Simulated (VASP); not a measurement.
VASP ran on this input.

File KPOINTS:
```
Automatic mesh
0
Gamma
4 4 4
0 0 0
```

POSCAR:
```
AlN
1
    0.0000000000     4.1384430000     4.1384430000
    4.1384430000     0.0000000000     4.1384430000
    4.1384430000     4.1384430000     0.0000000000
Al N
1 1
Direct
  0.0000000000   0.0000000000   0.0000000000
  0.2500000000   0.2500000000   0.2500000000
```

INCAR:
```
SYSTEM = AlN
PREC = Accurate
ENCUT = 520
EDIFF = 1E-6
NELM = 100
ALGO = Normal
LREAL = .FALSE.
LASPH = .TRUE.
ISMEAR = 0
SIGMA = 0.05
GGA = PE
LWAVE = .FALSE.
LCHARG = .FALSE.
ISIF = 2
```

POTCAR, in this order: Al N (PBE.64 set). Program: vasp_std.

The resulting files:

standard output:
```
 POSCAR found type information on POSCAR AlN
 POSCAR found :  2 types and       2 ions
 Reading from existing POTCAR
 Reading from existing POTCAR
 LDA part: xc-table for (Slater+PW92), standard interpolation
 POSCAR, INCAR and KPOINTS ok, starting setup
 WAVECAR not read
 entering main loop
       N       E                     dE             d eps       ncg     rms          rms(c)
DAV:   1     0.246551870147E+02    0.24655E+02   -0.24893E+03   128   0.648E+02
DAV:   2    -0.301724954580E+01   -0.27672E+02   -0.27482E+02   240   0.830E+01
DAV:   3    -0.551763682567E+01   -0.25004E+01   -0.23525E+01   144   0.334E+01
DAV:   4    -0.558498419489E+01   -0.67347E-01   -0.67167E-01   128   0.647E+00
DAV:   5    -0.558662058889E+01   -0.16364E-02   -0.16363E-02   128   0.102E+00    0.715E+00
DAV:   6    -0.517943447027E+01    0.40719E+00   -0.50758E+01   152   0.227E+01    0.940E+00
DAV:   7    -0.387207091141E+01    0.13074E+01   -0.19961E+01   144   0.124E+01    0.111E+00
DAV:   8    -0.383036316709E+01    0.41708E-01   -0.60027E-01   128   0.504E+00    0.377E-01
DAV:   9    -0.383470561582E+01   -0.43424E-02   -0.32089E-02   136   0.912E-01    0.320E-01
DAV:  10    -0.384031602429E+01   -0.56104E-02   -0.13757E-02   128   0.742E-01    0.179E-01
DAV:  11    -0.383994660345E+01    0.36942E-03   -0.13839E-03   128   0.233E-01    0.723E-02
DAV:  12    -0.384015022377E+01   -0.20362E-03   -0.38980E-03   128   0.228E-01    0.745E-02
DAV:  13    -0.384008259850E+01    0.67625E-04   -0.32817E-04   136   0.107E-01    0.230E-02
DAV:  14    -0.384006757544E+01    0.15023E-04   -0.21938E-04   160   0.442E-02    0.805E-03
DAV:  15    -0.384006866709E+01   -0.10917E-05   -0.18954E-06   128   0.117E-02    0.573E-03
DAV:  16    -0.384006817227E+01    0.49482E-06   -0.28321E-06   112   0.647E-03
   1 F= -.38400682E+01 E0= -.38334788E+01  d E =-.131787E-01
```

**OUTCAR**
```
------------------------ aborting loop because EDIFF is reached ----------------------------------------
  FORCE on cell =-STRESS in cart. coord.  units (eV):
  Direction    XX          YY          ZZ          XY          YZ          ZX
  --------------------------------------------------------------------------------------
  Total       -3.1378639     -3.1378639     -3.1378639     -0.0000000     -0.0000000      0.0000000
  in kB      -35.4653100    -35.4653100    -35.4653100     -0.0000000     -0.0000000      0.0000000
  external PRESSURE =     -35.4653100 kB  Pullay stress =       0.0000000 kB
  volume of cell :      141.76
      direct lattice vectors                 reciprocal lattice vectors
     0.000000000  4.138443000  4.138443000    -0.120818385  0.120818385  0.120818385
     4.138443000  0.000000000  4.138443000     0.120818385 -0.120818385  0.120818385
     4.138443000  4.138443000  0.000000000     0.120818385  0.120818385 -0.120818385
  FREE ENERGIE OF THE ION-ELECTRON SYSTEM (eV)
  ---------------------------------------------------
  free  energy   TOTEN  =        -3.8400681723 eV

  energy  without entropy=       -3.8268895197  energy(sigma->0) =       -3.83347885
```
(Selected blocks of OUTCAR.)

### Question
The run ends quietly. Is anything wrong with it?

### Answer
The cause: the lattice was typed in bohr, and VASP reads ångström. The run ends without an error. Against the sound run, the energy per atom (σ→0) rises by 5.505 eV/atom; the pressure falls by 6.42 GPa; the band gap decreases by 3.31 eV; the volume goes up by 570 %. To mend it, correct POSCAR, correct KPOINTS.
### POSCAR
```
AlN
1
    0.0000000000     2.1900000000     2.1900000000
    2.1900000000     0.0000000000     2.1900000000
    2.1900000000     2.1900000000     0.0000000000
Al N
1 1
Direct
  0.0000000000   0.0000000000   0.0000000000
  0.2500000000   0.2500000000   0.2500000000
```
KPOINTS:
```
Automatic mesh
0
Gamma
8 8 8
0 0 0
```
The mended run (PBE GGA, plane waves, VASP's PBE PAW potentials (set 64)) converges, and its OSZICAR ends with
```
   1 F= -.14844434E+02 E0= -.14844434E+02  d E =-.778369E-14
```

The compound is AlN in the zinc blende structure, a metastable form; wurtzite is the usual one. The cell was not relaxed at this level.
